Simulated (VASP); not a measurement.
A run of VASP 6.6.1 is set up as follows.

File INCAR:

```
SYSTEM = SbHCSeO
PREC = Accurate ; ENCUT = 520
EDIFF = 1E-6 ; ISMEAR = 0
SIGMA = 0.01 ; LREAL = .FALSE.
LASPH = .TRUE. ; NELM = 80
ALGO = Normal ; ISIF = 2
LWAVE = .FALSE. ; LCHARG = .TRUE.
GGA = PE ; LELF = .TRUE.
```

The input KPOINTS:

```
regular mesh
0
G
  1 1 1
  0 0 0
```

POSCAR

```
SbHCSeO
1.0
   12.0000000000      0.0000000000      0.0000000000
    0.0000000000     13.0000000000      0.0000000000
    0.0000000000      0.0000000000     11.0000000000
O C Se Sb H
1 1 1 1 1
Direct
    0.6059458300      0.3811346200      0.5900727300
    0.5435125000      0.4469115400      0.5628545500
    0.3962208300      0.4568500000      0.4977090900
    0.5202791700      0.6148961500      0.5557545500
    0.5836791700      0.6220961500      0.4161090900
```

Potentials or basis: VASP PAW PBE potentials, release 64 (O, C, Se, Sb, H).

Command:

```bash
$ cat potpaw_PBE.64/O/POTCAR potpaw_PBE.64/C/POTCAR potpaw_PBE.64/Se/POTCAR potpaw_PBE.64/Sb/POTCAR potpaw_PBE.64/H/POTCAR > POTCAR
$ mpirun -np 1 vasp_gam > vasp.out
```

Predict the gap between the frontier levels.

2.48 eV.

Estimate the largest force.

2.014 eV/Å.

Forces in eV/Å, atoms in the order of the input:
```
O    1.276 -1.470  0.516
C   -0.899  1.102 -0.383
Se  -0.505 -0.221 -0.198
Sb  -0.044  0.569  0.393
H    0.172  0.020 -0.328
```

Caveat: the standard files for N, O and F lose accuracy on very short bonds; spin-orbit coupling is left out, which moves the levels of the heavy elements.
